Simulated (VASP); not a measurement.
The input files of a VASP run:

### KPOINTS
```
K-points
0
gamma
 8 8 8
0 0 0
```

File POSCAR:
```
CdSe
6.2183890
  0.0000000000   0.5000000190   0.5000000190
  0.5000000190   0.0000000000   0.5000000190
  0.5000000190   0.5000000190   0.0000000000
Cd Se
1 1
Cart
  0.0000000000   0.0000000000   0.0000000000
  0.2500000095   0.2500000095   0.2500000095
```

**INCAR**
```
AGGAC  =  0.0
ALGO  =  Normal
EDIFF  =  1E-7
ENCUT  =  520
GGA  =  MK
ISIF  =  2
ISMEAR  =  0
LASPH  =  .True.
LCHARG  =  .False.
LMAXMIX  =  4
LREAL  =  .False.
LUSE_VDW  =  .True.
LWAVE  =  .False.
NELM  =  100
PARAM1  =  0.1234568
PARAM2  =  0.7114
PREC  =  Accurate
SIGMA  =  0.05
SYSTEM  =  CdSe
ZAB_VDW  =  -1.8867
```

POTCAR, in this order: Cd Se (PBE.64 set). Program: vasp_std.

### Question
Translate this rev-vdW-DF2 calculation to Quantum ESPRESSO's pw.x.

### Answer
One equivalent input (not run):
```
&CONTROL
  calculation = 'scf'
  pseudo_dir = './pseudo'
  outdir = './out'
  tprnfor = .true.
  tstress = .true.
/
&SYSTEM
  ibrav = 0
  nat = 2
  ntyp = 2
  ecutwfc = 102
  occupations = 'smearing'
  smearing = 'gaussian'
  degauss = 0.003675
  input_dft = 'vdw-df2-b86r'
/
&ELECTRONS
  conv_thr = 7.3e-09
  electron_maxstep = 100
/
ATOMIC_SPECIES
  Cd 112.414 Cd.upf
  Se 78.971 Se.upf
CELL_PARAMETERS angstrom
     0.0000000    3.1091946    3.1091946
     3.1091946    0.0000000    3.1091946
     3.1091946    3.1091946    0.0000000
ATOMIC_POSITIONS crystal
  Cd   0.0000000  0.0000000  0.0000000
  Se   0.2500000  0.2500000  0.2500000
K_POINTS automatic
  8 8 8 0 0 0
```
The two are equivalent in intent, not identical: the potentials are each code's own (VASP's PAW set, PseudoDojo norm-conserving files in pw.x), so ENCUT and ecutwfc are chosen apart and not converted; conv_thr bounds pw.x's estimated SCF error, while EDIFF bounds the energy change between steps.

The compound is CdSe in the zinc blende structure, whereas wurtzite is the usual form. This cell is one point of a volume scan, at 1.03 of the reference volume.
